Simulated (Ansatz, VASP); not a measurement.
**One calculation of NaBe2Se2, two programs**

INCAR

```
SYSTEM = NaBe2Se2
ALGO = Fast ; EDIFF = 1E-6
EDIFFG = -0.005 ; ENCUT = 600
GGA = PS ; IBRION = 2
ISIF = 3 ; ISMEAR = -1
LASPH = .TRUE. ; LCHARG = .FALSE.
LREAL = .FALSE. ; LWAVE = .FALSE.
NELM = 60 ; NSW = 40
PREC = Accurate ; SIGMA = 0.05
```

KPOINTS

```
k-points
0
G
  6 6 3
  0 0 0
```

Contents of POSCAR:

```
NaBe2Se2
1.0
    3.6722800000      0.0000000000      0.0000000000
   -1.8361400000      3.1802800000      0.0000000000
    0.0000000000      0.0000000000      8.0111600000
Na Be Se
1 2 2
Direct
    0.0000000000      0.0000000000      0.5000000000
    0.3333300000      0.6666700000      0.1463900000
    0.3333300000      0.6666700000      0.8536100000
    0.6666700000      0.3333300000      0.2285200000
    0.6666700000      0.3333300000      0.7714800000
```

The input input.yaml:

```yaml
crystal:
  lattice:
    - [3.67228, 0.0, 0.0]
    - [-1.83614, 3.18028, 0.0]
    - [0.0, 0.0, 8.01116]
  atoms:
    - { symbol: Na, position: [0.0, 0.0, 0.5] }
    - { symbol: Be, position: [0.33333, 0.66667, 0.14639] }
    - { symbol: Be, position: [0.33333, 0.66667, 0.85361] }
    - { symbol: Se, position: [0.66667, 0.33333, 0.22852] }
    - { symbol: Se, position: [0.66667, 0.33333, 0.77148] }
hamiltonian:
  xc: pbesol
  pseudopotentials: { kind: paw }
kpoints:
  mp_grid: { grid: [6, 6, 3] }
scf:
  occupations: { method: fermi_dirac, width: 0.05 }
output:
  forces: true
  stress: true
  eigenvalues: true
relax:
  f_tol: 0.01
  max_steps: 40
  cell: { stress_tol: 0.05 }
```

The cell was built by a generator and needn't be a form met in nature.

Alike in both runs: task relaxation of cell and atoms; functional PBEsol; k mesh 6 × 6 × 3; occupations fermi-dirac, width 0.05 eV; no spin polarisation.

```csv
,VASP,Ansatz
version,VASP 6.6.1,Ansatz 0.2.0
potentials or method,"VASP PAW PBE potentials, release 64 (Na_pv, Be, Se)",Ansatz PAW
plane-wave cutoff (eV),600,420
valence electrons in the cell,23,45
```

|  | VASP | Ansatz | Ansatz less VASP |
| --- | --- | --- | --- |
| gap on the k mesh at the Fermi level, each at its own relaxed structure (eV) | none | none | - |
| relaxed volume (Å³/atom) | 18.22 | 18.15 | -0.067 |
| relaxed cell length with the largest relative difference (Å) | 7.917 | 7.907 | -0.0105 |
| energy change over the relaxation (meV/atom) | -2 | -3 | -0.6 |

A gap of «none» marks a metal or a gap that the smearing closes. The two sets of potentials don't hold the same shells in valence.

Caveats: the PAW data sets were made with another functional, which shifts forces and pressure a little (VASP); the plane-wave basis is chosen anew once the cell has moved, so the energies of steps on either side of that aren't comparable (Ansatz); the PAW data sets come from PBE, with cores solved anew for the run's functional, which leaves a small shift of forces and pressure (Ansatz).
